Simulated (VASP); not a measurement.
A run of VASP 6.6.1:

INCAR

```
PREC     = Accurate       # precision mode
ENCUT    = 600            # plane-wave cutoff, eV
EDIFF    = 1E-6           # SCF threshold, eV
ISMEAR   = -1             # smearing method
SIGMA    = 0.05           # smearing width, eV
LREAL    = False          # projectors in reciprocal space
LASPH    = True           # aspherical terms in the spheres
NELM     = 80             # most SCF steps
ALGO     = Normal         # electronic algorithm
ISIF     = 3              # what is computed and relaxed
LWAVE    = False          # write WAVECAR
LCHARG   = False          # write CHGCAR
GGA      = PE             # functional
IBRION   = 2              # ionic algorithm
NSW      = 40             # ionic steps
EDIFFG   = -0.01          # ionic threshold
```

File KPOINTS:

```
Automatic mesh
0
Gamma
  8 8 8
```

File POSCAR:

```
WAu
1.0
    0.0000000000      2.7479792600      2.7479792600
    2.7479792600      0.0000000000      2.7479792600
    2.7479792600      2.7479792600      0.0000000000
W Au
1 1
Direct
    0.0000000000      0.0000000000      0.0000000000
    0.7500000000      0.7500000000      0.7500000000
```

Potentials or basis: VASP PAW PBE potentials, release 64 (W, Au).

The run is started by

```console
$ cat potpaw_PBE.64/W/POTCAR potpaw_PBE.64/Au/POTCAR > POTCAR
$ mpirun -np 1 vasp_std > vasp.out
```

Hardware: 1 thread of Intel(R) Xeon(R) Platinum 8259CL CPU @ 2.50GHz (Skylake/Cascade Lake), on a shared host.

**Question.** Estimate the wall time of this run.

**Answer.** Wall time 71 s on 1 thread of Intel(R) Xeon(R) Platinum 8259CL CPU @ 2.50GHz (Skylake/Cascade Lake), with other jobs on the host, peak memory 0.2 GiB. Counts: scf iterations 55, k points 29, ion steps 5.
